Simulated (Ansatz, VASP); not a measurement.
## SnH5CN2Cl3: VASP beside Ansatz

Aim: how closely do two programs agree when they are given the same cell, functional and k mesh? The cell is taken from a series of runs on this material, whose earlier steps may have relaxed, scaled, displaced or heated it; both programs get it as it stands.

Program: Ansatz 0.2.0. Level of theory: plane waves, with VASP 6.6.1 beside it; G0W0 gap at PBE0 form with 40 % exact exchange with an exact-exchange share of 0.4. Results are calculated unless marked as measured.

## (1) The structure

The structure is orthorhombic, space group Amm2 (No. 38). The conventional cell has a = 6.040 Å, b = 7.718 Å, c = 8.308 Å, α = 90.00°, β = 90.00°, γ = 90.00°. Nearest to Sn lie 6 Cl at 2.74 to 3.03 Å. Nearest to H lie 1 N at 1.02 Å. Nearest to H lie 1 N at 1.01 Å. Nearest to H lie 1 C at 1.09 Å. Nearest to C lie 1 H at 1.09 Å and 2 N at 1.31 Å. Nearest to N lie 2 H at 1.01 to 1.02 Å and 1 C at 1.31 Å. Farther neighbours and most contacts between anions are not listed.

## (2) VASP: G0W0 gap, PBE0 form with 40 % exact exchange with an exact-exchange share of 0.4

Quasiparticle shifts depend on high empty states and on the cores, so they are the hardest test of two PAW sets.

Lines of VASP's logs that name or quote its potential files are left out, and so is its time.

The run reads the wave functions of an earlier VASP run, which isn't shown here.

The input, INCAR:

```
SYSTEM = SnH5CN2Cl3
PREC = Accurate
ENCUT = 450
ISMEAR = 0
SIGMA = 0.01
LREAL = .FALSE.
LHFCALC = .TRUE.
AEXX = 0.4
GGA = PE
LASPH = .TRUE.
NBANDS = 834
PRECFOCK = Fast
ALGO = EVGW0
NELMGW = 1
ENCUTGW = 150
NOMEGA = 64
NBANDSGW = 35
LWAVE = .FALSE.
LCHARG = .FALSE.
```

The input, POSCAR:

```
SnH5CN2Cl3
1.0
    6.0404870000      0.0000000000      0.0000000000
    0.0000000000      3.8591910000      4.1538850000
    0.0000000000     -3.8591910000      4.1538850000
Sn H C N Cl
1 5 1 2 3
Direct
    0.5000000000      0.3722510000      0.3722510000
    0.2054960000      0.7255080000      0.7255080000
    0.7945040000      0.7255080000      0.7255080000
    0.3296830000      0.9161760000      0.9161760000
    0.6703170000      0.9161760000      0.9161760000
    0.0000000000      0.0533220000      0.0533220000
    0.0000000000      0.9217170000      0.9217170000
    0.1910860000      0.8475810000      0.8475810000
    0.8089140000      0.8475810000      0.8475810000
    0.5000000000      0.8558120000      0.3512150000
    0.5000000000      0.3512150000      0.8558120000
    0.0000000000      0.3939510000      0.3939510000
```

The input, KPOINTS:

```
Automatic mesh
0
Gamma
2 2 2
0 0 0
```

Potentials, in the order of the species: Sn_d_GW, H_GW, C_GW, N_GW and Cl_GW (PBE family, release 64).

Command:

```sh
$ export OMP_NUM_THREADS=3
$ mpirun -np 1 vasp_std
```

Numbers of over 12 decimals in the logs are rounded to 6 here.

Log:

```text
[banner, memory and clock lines left out]
running    1 mpi-ranks, on    1 nodes
 distrk:  each k-point on    1 cores,    1 groups
 distr:  one band on    1 cores,    1 groups
 Offloading initialized ...    1 GPUs detected
 POSCAR found type information on POSCAR SnH C N Cl
 POSCAR found :  5 types and      12 ions
|                                                                             |
|           W    W    AA    RRRRR   N    N  II  N    N   GGGG   !!!           |
|           W    W   A  A   R    R  NN   N  II  NN   N  G    G  !!!           |
|           W    W  A    A  R    R  N N  N  II  N N  N  G       !!!           |
|           W WW W  AAAAAA  RRRRR   N  N N  II  N  N N  G  GGG   !            |
|           WW  WW  A    A  R   R   N   NN  II  N   NN  G    G                |
|           W    W  A    A  R    R  N    N  II  N    N   GGGG   !!!           |
|                                                                             |
|     The default for ENCUTGWSOFT is different in this version of VASP.       |
|     please manually set ENCUTGWSOFT =150 in the INCAR file.                 |
|                                                                             |

 LDA part: xc-table for (Slater+PW92), standard interpolation
 found WAVECAR, reading the header
 POSCAR, INCAR and KPOINTS ok, starting setup
 FFT: planning ... GRIDC
 FFT: planning ... GRID_SOFT
 FFT: planning ... GRID
 reading WAVECAR
 the WAVECAR file was read successfully
 initial charge from wavefunction
 available memory per node:   1650.41 GB, setting MAXMEM to   1690018

 The Fermi energy was updated, please check that it is located mid-gap
 values below the HOMO (VB) or above the LUMO (CB) will cause erroneous energies
 E-fermi :   1.4581

 calculate exact exchange contribution
 the WAVEDER file was read successfully
energies w=
    0.000    0.000    0.654    0.000    1.306    0.000    1.955    0.000
    2.600    0.000    3.240    0.000    3.873    0.000    4.499    0.000
    5.117    0.000    5.726    0.000    6.328    0.000    6.921    0.000
    7.506    0.000    8.083    0.000    8.653    0.000    9.216    0.000
    9.773    0.000   10.326    0.000   10.874    0.000   11.419    0.000
   11.962    0.000   12.504    0.000   13.046    0.000   13.589    0.000
   14.136    0.000   14.686    0.000   15.242    0.000   15.806    0.000
   16.378    0.000   16.962    0.000   17.558    0.000   18.169    0.000
   18.797    0.000   19.446    0.000   20.117    0.000   20.814    0.000
   21.542    0.000   22.304    0.000   23.104    0.000   23.948    0.000
   24.844    0.000   25.796    0.000   26.816    0.000   27.912    0.000
   29.097    0.000   30.384    0.000   31.792    0.000   33.341    0.000
   35.058    0.000   36.974    0.000   39.130    0.000   41.580    0.000
   44.389    0.000   47.649    0.000   51.478    0.000   56.044    0.000
   61.583    0.000   68.442    0.000   77.155    0.000   88.578    0.000
  104.194    0.000  126.790    0.000  162.324    0.000  226.204    0.000
 responsefunction array rank=     819
 LDA part: xc-table for (Slater+PW92), standard interpolation

 min. memory requirement per mpi rank   2028.3 MB, per node   2028.3 MB

 allocating  64 responsefunctions rank=   819
 shmem allocating  64 responsefunctions rank=   819
 response function shared by NCSHMEM nodes    1
 Doing            64  frequencies on each core in blocks of            64
NQ=   1    0.0000    0.0000    0.0000,
|.........|.........|.........|.........|.........|.........|.........|.........
 performed        698000 updates of chi_q(r,r)
 total number of BLAS operations       3750.38 Gflops
NQ=   2    0.5000    0.0000    0.0000,
|.........|.........|.........|.........|.........|.........|.........|.........
 performed       1396000 updates of chi_q(r,r)
 total number of BLAS operations       7436.93 Gflops
NQ=   3    0.0000    0.5000    0.0000,
|.........|.........|.........|.........|.........|.........|.........|.........
 performed       2211000 updates of chi_q(r,r)
 total number of BLAS operations      11739.35 Gflops
NQ=   4    0.5000    0.5000    0.0000,
|.........|.........|.........|.........|.........|.........|.........|.........
 performed       3026000 updates of chi_q(r,r)
 total number of BLAS operations      16041.78 Gflops
NQ=   5    0.0000    0.5000    0.5000,
|.........|.........|.........|.........|.........|.........|.........|.........
 performed       3724000 updates of chi_q(r,r)
 total number of BLAS operations      19728.32 Gflops
NQ=   6    0.5000    0.5000    0.5000,
|.........|.........|.........|.........|.........|.........|.........|.........
 performed       4422000 updates of chi_q(r,r)
 total number of BLAS operations      23451.28 Gflops
 resolving degeneracies of screened two electron integrals

 calculate QP shifts <psi_nk| G(iteration)W_0 |psi_nk>: iteration 1
 entering main loop
```

Parts of OUTCAR (step 2):

```text
ion  position               nearest neighbor table
   1  0.500  0.372  0.372-  10 2.74  11 2.74
   2  0.205  0.726  0.726-   8 1.02
   3  0.795  0.726  0.726-   9 1.02
   4  0.330  0.916  0.916-   8 1.01
   5  0.670  0.916  0.916-   9 1.01
   6  0.000  0.053  0.053-   7 1.09
   7  0.000  0.922  0.922-   6 1.09   8 1.31   9 1.31
   8  0.191  0.848  0.848-   4 1.01   2 1.02   7 1.31
   9  0.809  0.848  0.848-   5 1.01   3 1.02   7 1.31
  10  0.500  0.856  0.351-   1 2.74
  11  0.500  0.351  0.856-   1 2.74
  12  0.000  0.394  0.394-

  LATTYP: Found a base centered orthorhombic cell.
 ALAT       =     7.7183820000
 B/A-ratio  =     1.0763616001
 C/A-ratio  =     0.7826105264

 Subroutine GETGRP returns: Found  4 space group operations
 (whereof  4 operations were pure point group operations)

The static configuration has the point symmetry C_2v.

 Found      6 irreducible k-points:

   k-points           NKPTS =      6   k-points in BZ     NKDIM =      8   number of bands    NBANDS=    834

   dimension x,y,z NGX =    42 NGY =   40 NGZ =   40
   dimension x,y,z NGXF=    84 NGYF=   80 NGZF=   80

   ENCUT  =  450.0 eV  33.07 Ry    5.75 a.u.  10.45  9.81  9.81*2*pi/ulx,y,z

   NELECT =      54.0000    total number of electrons

  energy-cutoff  :      450.00
  volume of cell :      193.67
      direct lattice vectors                 reciprocal lattice vectors
     6.040487000  0.000000000  0.000000000     0.165549566  0.000000000 -0.000000000
     0.000000000  3.859191000  4.153885000    -0.000000000  0.129560833  0.120369245
     0.000000000 -3.859191000  4.153885000     0.000000000 -0.129560833  0.120369245

 k-points in reciprocal lattice and weights: Automatic mesh
   0.00000000  0.00000000  0.00000000       0.125
   0.50000000  0.00000000  0.00000000       0.125
   0.00000000  0.50000000  0.00000000       0.250
   0.50000000  0.50000000  0.00000000       0.250
   0.00000000  0.50000000  0.50000000       0.125
   0.50000000  0.50000000  0.50000000       0.125

 E-fermi :   1.4581

 QP shifts <psi_nk| G(iteration)W_0 |psi_nk>: iteration 1
 for sc-GW calculations column KS-energies equals QP-energies in previous step
 and V_xc(KS)=  KS-energies - (<T + V_ion + V_H > + <T+V_H+V_ion>^1  + <V_x>^1)
 k-point   1 :       0.0000    0.0000    0.0000
  band No.  KS-energies  QP-energies   sigma(KS)   V_xc(KS)     V^pw_x(r,r')   Z            occupation Imag(sigma)
    ...
     24      -3.8218      -3.7621     -16.2626     -16.3375     -18.4782       0.7972       2.0000       0.0693
     25      -3.5218      -3.4439     -16.2137     -16.3117     -18.4038       0.7943       2.0000       0.0732
     26      -3.3022      -3.3020     -15.9546     -15.9548     -18.1593       0.7949       2.0000       0.0712
     27      -3.1211      -3.1170     -16.1673     -16.1724     -18.4361       0.7947       2.0000       0.0732
     28       5.3467       5.6265     -10.2493     -10.5893      -6.9156       0.8226       0.0000      -0.0807
     29       6.1218       5.9800      -7.5387      -7.3705      -4.2503       0.8428       0.0000      -0.0690
     30       6.7520       6.6227      -9.8803      -9.7194      -6.2337       0.8037       0.0000      -0.0894
     31       7.3379       7.1312      -7.8119      -7.5622      -4.3919       0.8281       0.0000      -0.0774
    ...

 k-point   2 :       0.5000    0.0000    0.0000
  band No.  KS-energies  QP-energies   sigma(KS)   V_xc(KS)     V^pw_x(r,r')   Z            occupation Imag(sigma)
    ...
     24      -3.4209      -3.4310     -15.7899     -15.7771     -18.0197       0.7914       2.0000       0.0722
     25      -3.1701      -3.1769     -16.0718     -16.0633     -18.3447       0.7941       2.0000       0.0730
     26      -3.1401      -3.0152     -17.7615     -17.9160     -19.9230       0.8080       2.0000       0.0600
     27      -2.4610      -2.4773     -15.6533     -15.6331     -17.0921       0.8067       2.0000       0.0603
     28       4.3092       4.2113      -8.9767      -8.8575      -5.6832       0.8216       0.0000      -0.0685
     29       5.4496       5.7775     -10.6301     -11.0306      -7.1991       0.8187       0.0000      -0.0839
     30       6.8080       6.7157      -8.4319      -8.3204      -4.9365       0.8278       0.0000      -0.0754
     31       7.2308       7.1078      -9.7991      -9.6467      -6.1454       0.8064       0.0000      -0.0862
    ...

 k-point   3 :       0.0000    0.5000    0.0000
  band No.  KS-energies  QP-energies   sigma(KS)   V_xc(KS)     V^pw_x(r,r')   Z            occupation Imag(sigma)
    ...
     24      -3.4040      -3.3133     -17.1010     -17.2140     -19.3119       0.8024       2.0000       0.0656
     25      -3.3972      -3.4069     -15.8595     -15.8472     -18.0717       0.7929       2.0000       0.0722
     26      -3.2102      -3.2154     -16.0167     -16.0102     -18.2763       0.7939       2.0000       0.0734
     27      -2.3668      -2.4072     -15.5591     -15.5094     -16.7832       0.8135       2.0000       0.0568
     28       4.4405       4.3480      -9.1649      -9.0522      -5.7927       0.8212       0.0000      -0.0699
     29       5.4395       5.7815     -10.7554     -11.1732      -7.3449       0.8187       0.0000      -0.0835
     30       6.2596       6.1382      -9.6661      -9.5163      -6.1566       0.8113       0.0000      -0.0828
     31       7.0329       6.9205      -9.7541      -9.6154      -6.1597       0.8100       0.0000      -0.0832
    ...

 k-point   4 :       0.5000    0.5000    0.0000
  band No.  KS-energies  QP-energies   sigma(KS)   V_xc(KS)     V^pw_x(r,r')   Z            occupation Imag(sigma)
    ...
     24      -3.5009      -3.3934     -17.6653     -17.7982     -19.8547       0.8086       2.0000       0.0597
     25      -3.3214      -3.3315     -15.9136     -15.9008     -18.1546       0.7931       2.0000       0.0722
     26      -3.0526      -3.0413     -16.3073     -16.3215     -18.5435       0.7963       2.0000       0.0713
     27      -1.4308      -1.4990     -15.5632     -15.4797     -16.5322       0.8170       2.0000       0.0507
     28       3.8120       3.7027      -8.5864      -8.4539      -5.3629       0.8253       0.0000      -0.0667
     29       4.1747       4.0698      -8.8856      -8.7584      -5.5587       0.8246       0.0000      -0.0685
     30       5.6106       6.0014     -11.1143     -11.5930      -7.6469       0.8162       0.0000      -0.0872
     31       6.6837       6.5745      -9.4463      -9.3126      -5.9568       0.8161       0.0000      -0.0789
    ...

[... 2 further parts left out ...]
```

(Part 1 of 2 ends here.)

[Lines on the potential files, build, host, timing and source positions are cut from VASP's logs without a mark.]

[Logs are printed without paths, hosts, clocks, repeated set-up lines and the standing remarks that a program may print on its own settings, such as how far it seeks lower states.]

[Hosts, paths, dates, database ids (printed as entryN), source tags and the programs' standing remarks are cut or masked in the printed files.]
